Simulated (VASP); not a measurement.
The input files of a VASP run:

### INCAR
```
# general
SYSTEM = P
PREC   = Accurate
ENCUT  = 520
LREAL  = .FALSE.
LASPH  = .TRUE.

# electronic loop
EDIFF  = 1E-7
NELM   = 100
ALGO   = Normal

# smearing
ISMEAR = -5

# functional
GGA    = PE
IVDW   = 12

# ions
ISIF   = 2

# output
LWAVE  = .FALSE.
LCHARG = .TRUE.
LORBIT = 11
NEDOS  = 601

# other
LEFG   = .TRUE.
```

**KPOINTS**
```
Automatic
0
Gamma
  11 11 8
```

File POSCAR:
```
P
1
    1.6587510314    -5.0775474066     0.0000000000
    1.6587510314     5.0775474066     0.0000000000
    0.0000000000     0.0000000000     4.1678268561
P
4
Direct
  0.1065397736   0.8934602264   0.9276508112
  0.3934602264   0.6065397736   0.4276508112
  0.6065397736   0.3934602264   0.5723491888
  0.8934602264   0.1065397736   0.0723491888
```

POTCAR, in this order: P (PBE.64 set). Program: vasp_std.

Translate this PBE-D3(BJ) calculation to Quantum ESPRESSO's pw.x.

One equivalent input (not run):
```
&CONTROL
  calculation = 'scf'
  pseudo_dir = './pseudo'
  outdir = './out'
  tprnfor = .true.
  tstress = .true.
/
&SYSTEM
  ibrav = 0
  nat = 4
  ntyp = 1
  ecutwfc = 44
  occupations = 'tetrahedra'
  input_dft = 'pbe'
  vdw_corr = 'grimme-d3'
  dftd3_version = 4
  dftd3_threebody = .false.
/
&ELECTRONS
  conv_thr = 7.3e-09
  electron_maxstep = 100
/
ATOMIC_SPECIES
  P 30.974 P.upf
CELL_PARAMETERS angstrom
     1.6587510   -5.0775474    0.0000000
     1.6587510    5.0775474    0.0000000
     0.0000000    0.0000000    4.1678269
ATOMIC_POSITIONS crystal
  P    0.1065398  0.8934602  0.9276508
  P    0.3934602  0.6065398  0.4276508
  P    0.6065398  0.3934602  0.5723492
  P    0.8934602  0.1065398  0.0723492
K_POINTS automatic
  11 11 8 0 0 0
```
What does not carry over: the potentials are each code's own (VASP's PAW set, PseudoDojo norm-conserving files in pw.x), so ENCUT and ecutwfc are chosen apart and not converted; conv_thr bounds pw.x's estimated SCF error, while EDIFF bounds the energy change between steps; the field gradients of LEFG aren't asked of the other code.

The compound is P in the black structure. It was relaxed first, which changed the volume by -8 %.
